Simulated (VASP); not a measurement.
Calculation: PBEsol GGA, VASP's PBE PAW potentials (set 64) (plane waves; VASP 6.6.1).

VASP input:

KPOINTS:
```
K-points
0
Gamma
  6 6 5
0 0 0
```

### POSCAR
```
PbO
1
    4.0937246842    -0.0000000007     0.0000000000
   -2.0468623428     3.5452642260     0.0000000000
    0.0000000000    -0.0000000000     5.0954384652
Pb O
2 2
Direct
  0.3333330000   0.6666670000   0.9491708656
  0.6666670000   0.3333330000   0.4491708656
  0.3333330000   0.6666670000   0.4258291344
  0.6666670000   0.3333330000   0.9258291344
```

### INCAR
```
SYSTEM = PbO
PREC = Accurate
ENCUT = 620
EDIFF = 1E-6
NELM = 100
ALGO = Normal
LREAL = .FALSE.
LASPH = .TRUE.
ISMEAR = 0
SIGMA = 0.05
GGA = PS
LMAXMIX = 4
LWAVE = .FALSE.
LCHARG = .FALSE.
IBRION = 2
ISIF = 3
NSW = 40
EDIFFG = -0.02
PSTRESS = 100
```

POTCAR, in this order: Pb_d O (PBE.64 set). Program: vasp_std.

Output

OSZICAR:
```
       N       E                     dE             d eps       ncg     rms          rms(c)
DAV:   1     0.499446251804E+03    0.49945E+03   -0.22966E+04  1008   0.229E+03
DAV:   2     0.428678452909E+02   -0.45658E+03   -0.44930E+03  1024   0.542E+02
DAV:   3    -0.234040325192E+02   -0.66272E+02   -0.65252E+02  1392   0.215E+02
DAV:   4    -0.257797551107E+02   -0.23757E+01   -0.23727E+01  1128   0.445E+01
DAV:   5    -0.258575627418E+02   -0.77808E-01   -0.77791E-01  1400   0.752E+00    0.114E+01
DAV:   6    -0.221962066222E+02    0.36614E+01   -0.27745E+01  1600   0.411E+01    0.574E+00
DAV:   7    -0.219178585198E+02    0.27835E+00   -0.34029E+00  1392   0.144E+01    0.228E+00
DAV:   8    -0.219139248456E+02    0.39337E-02   -0.91217E-01  1288   0.792E+00    0.183E+00
DAV:   9    -0.218666898428E+02    0.47235E-01   -0.20767E-01  1544   0.428E+00    0.256E-01
DAV:  10    -0.218692997167E+02   -0.26099E-02   -0.24205E-02  1248   0.942E-01    0.139E-01
DAV:  11    -0.218692869650E+02    0.12752E-04   -0.11253E-03  1472   0.381E-01    0.812E-02
DAV:  12    -0.218692566549E+02    0.30310E-04   -0.18161E-04  1328   0.118E-01    0.359E-02
DAV:  13    -0.218692464584E+02    0.10196E-04   -0.11248E-04  1592   0.104E-01    0.519E-03
DAV:  14    -0.218692469469E+02   -0.48846E-06   -0.11612E-05  1512   0.330E-02    0.885E-04
DAV:  15    -0.218692470806E+02   -0.13372E-06   -0.40863E-07   768   0.486E-03
   1 F= -.17253540E+02 E0= -.17253540E+02  d E =-.172535E+02
       N       E                     dE             d eps       ncg     rms          rms(c)
DAV:   1    -0.218689053800E+02    0.34157E-03   -0.73108E-02  1224   0.226E+00    0.160E-01
DAV:   2    -0.218682826453E+02    0.62273E-03   -0.20742E-03  1520   0.564E-01    0.948E-02
DAV:   3    -0.218678834262E+02    0.39922E-03   -0.60572E-04  1512   0.368E-01    0.143E-02
DAV:   4    -0.218678889773E+02   -0.55512E-05   -0.14386E-04  1360   0.120E-01    0.597E-03
DAV:   5    -0.218678891901E+02   -0.21280E-06   -0.77320E-06  1168   0.400E-02
   2 F= -.17253789E+02 E0= -.17253789E+02  d E =-.248570E-03
       N       E                     dE             d eps       ncg     rms          rms(c)
DAV:   1    -0.218672886880E+02    0.60029E-03   -0.51592E-02  1224   0.190E+00    0.134E-01
DAV:   2    -0.218668470763E+02    0.44161E-03   -0.14510E-03  1496   0.473E-01    0.795E-02
DAV:   3    -0.218665650783E+02    0.28200E-03   -0.42840E-04  1496   0.310E-01    0.118E-02
DAV:   4    -0.218665693446E+02   -0.42663E-05   -0.10222E-04  1360   0.101E-01    0.503E-03
DAV:   5    -0.218665695382E+02   -0.19364E-06   -0.53546E-06  1032   0.339E-02
   3 F= -.17253830E+02 E0= -.17253830E+02  d E =-.290227E-03
       N       E                     dE             d eps       ncg     rms          rms(c)
DAV:   1    -0.218692795029E+02   -0.27102E-02   -0.14149E-01  1056   0.293E+00    0.953E-02
DAV:   2    -0.218696205292E+02   -0.34103E-03   -0.56924E-03  1184   0.632E-01    0.413E-02
DAV:   3    -0.218695901464E+02    0.30383E-04   -0.27486E-04  1544   0.218E-01    0.212E-02
DAV:   4    -0.218695766061E+02    0.13540E-04   -0.50766E-05  1592   0.988E-02    0.559E-03
DAV:   5    -0.218695762178E+02    0.38838E-06   -0.54478E-06  1104   0.275E-02
   4 F= -.17254035E+02 E0= -.17254035E+02  d E =-.204604E-03
       N       E                     dE             d eps       ncg     rms          rms(c)
DAV:   1    -0.218756302141E+02   -0.60536E-02   -0.12762E+00  1056   0.887E+00    0.286E-01
DAV:   2    -0.218787071321E+02   -0.30769E-02   -0.51286E-02  1184   0.189E+00    0.125E-01
DAV:   3    -0.218784161457E+02    0.29099E-03   -0.24375E-03  1568   0.666E-01    0.619E-02
DAV:   4    -0.218783051546E+02    0.11099E-03   -0.41909E-04  1568   0.275E-01    0.169E-02
DAV:   5    -0.218783031855E+02    0.19691E-05   -0.44705E-05  1256   0.757E-02    0.849E-03
DAV:   6    -0.218783014901E+02    0.16954E-05   -0.31170E-06  1064   0.237E-02    0.201E-03
DAV:   7    -0.218783015290E+02   -0.38927E-07   -0.10558E-06   624   0.148E-02
   5 F= -.17254356E+02 E0= -.17254356E+02  d E =-.525387E-03
       N       E                     dE             d eps       ncg     rms          rms(c)
DAV:   1    -0.218771759859E+02    0.11255E-02   -0.18011E-02  1264   0.106E+00    0.369E-02
DAV:   2    -0.218771886202E+02   -0.12634E-04   -0.50503E-04  1176   0.196E-01    0.121E-02
DAV:   3    -0.218771855970E+02    0.30232E-05   -0.29755E-05  1528   0.820E-02    0.508E-03
DAV:   4    -0.218771853816E+02    0.21543E-06   -0.39302E-06   904   0.266E-02
   6 F= -.17254454E+02 E0= -.17254454E+02  d E =-.982311E-04
       N       E                     dE             d eps       ncg     rms          rms(c)
DAV:   1    -0.218737234676E+02    0.34621E-02   -0.16165E-01  1264   0.316E+00    0.111E-01
DAV:   2    -0.218738408125E+02   -0.11734E-03   -0.45258E-03  1160   0.586E-01    0.361E-02
DAV:   3    -0.218738143948E+02    0.26418E-04   -0.26725E-04  1544   0.246E-01    0.152E-02
DAV:   4    -0.218738114705E+02    0.29243E-05   -0.40695E-05  1528   0.793E-02    0.499E-03
DAV:   5    -0.218738123380E+02   -0.86749E-06   -0.25011E-06  1064   0.129E-02
   7 F= -.17254723E+02 E0= -.17254723E+02  d E =-.367094E-03
       N       E                     dE             d eps       ncg     rms          rms(c)
DAV:   1    -0.218665992003E+02    0.72123E-02   -0.64536E-01  1264   0.628E+00    0.222E-01
DAV:   2    -0.218670709368E+02   -0.47174E-03   -0.18248E-02  1168   0.117E+00    0.725E-02
DAV:   3    -0.218669646431E+02    0.10629E-03   -0.10649E-03  1544   0.491E-01    0.305E-02
DAV:   4    -0.218669504888E+02    0.14154E-04   -0.16355E-04  1520   0.160E-01    0.982E-03
DAV:   5    -0.218669527531E+02   -0.22643E-05   -0.10480E-05  1168   0.260E-02    0.477E-03
DAV:   6    -0.218669539188E+02   -0.11657E-05   -0.18807E-06   832   0.180E-02    0.213E-03
DAV:   7    -0.218669541164E+02   -0.19759E-06   -0.60029E-07   576   0.102E-02
   8 F= -.17255143E+02 E0= -.17255143E+02  d E =-.787154E-03
```

### OUTCAR
```
------------------------ aborting loop because EDIFF is reached ----------------------------------------
  FORCE on cell =-STRESS in cart. coord.  units (eV):
  Direction    XX          YY          ZZ          XY          YZ          ZX
  --------------------------------------------------------------------------------------
  Total        4.5446123      4.5445688      4.6440991     -0.0000000      0.0000000      0.0000000
  in kB       98.5428963     98.5419532    100.7001138     -0.0000001      0.0000000      0.0000000
  external PRESSURE =      -0.7383455 kB  Pullay stress =     100.0000000 kB
  volume of cell :       73.89
      direct lattice vectors                 reciprocal lattice vectors
     4.102664540 -0.000000002 -0.000000000     0.243744033  0.140726356 -0.000000000
    -2.051332272  3.552994714 -0.000000000     0.000000000  0.281452713 -0.000000000
     0.000000000 -0.000000000  5.068991066     0.000000000  0.000000000  0.197277917
 POSITION                                       TOTAL-FORCE (eV/Angst)
 -----------------------------------------------------------------------------------
     -0.00000      2.36866      4.79236         0.000000      0.000000     -0.015959
      2.05133      1.18433      2.25786        -0.000000      0.000000     -0.015959
     -0.00000      2.36866      2.17751         0.000000     -0.000000      0.015959
      2.05133      1.18433      4.71200        -0.000000      0.000000      0.015959
 -----------------------------------------------------------------------------------
    total drift:                               -0.002872      0.001658      0.001897
  FREE ENERGIE OF THE ION-ELECTRON SYSTEM (eV)
  ---------------------------------------------------
  free  energy   TOTEN  =       -21.8669541164 eV

  energy  without entropy=      -21.8669541164  energy(sigma->0) =      -21.86695412
  enthalpy is  TOTEN    =       -17.2551429936 eV   P V=        4.6118111228

 reached required accuracy - stopping structural energy minimisation
```
(Selected blocks of OUTCAR.)

**CONTCAR**
```
PbO
   1.00000000000000
     4.1026645400040689   -0.0000000023436809   -0.0000000000000000
    -2.0513322721257086    3.5529947143516800   -0.0000000000000000
     0.0000000000000000   -0.0000000000000000    5.0689910662328312
  Pb              O
     2     2
Direct
     0.3333330000000032    0.6666669999999968    0.9454263333388344
     0.6666669999999968    0.3333330000000032    0.4454263333388343
     0.3333330000000032    0.6666669999999968    0.4295736666611657
     0.6666669999999968    0.3333330000000032    0.9295736666611656
```

The structure was generated: PbO was put into the wurtzite type (P6_3mc), which need not be its known phase. This run relaxes it under an external pressure of 10 GPa. Symmetry was kept, so distortions that lower it aren't found.
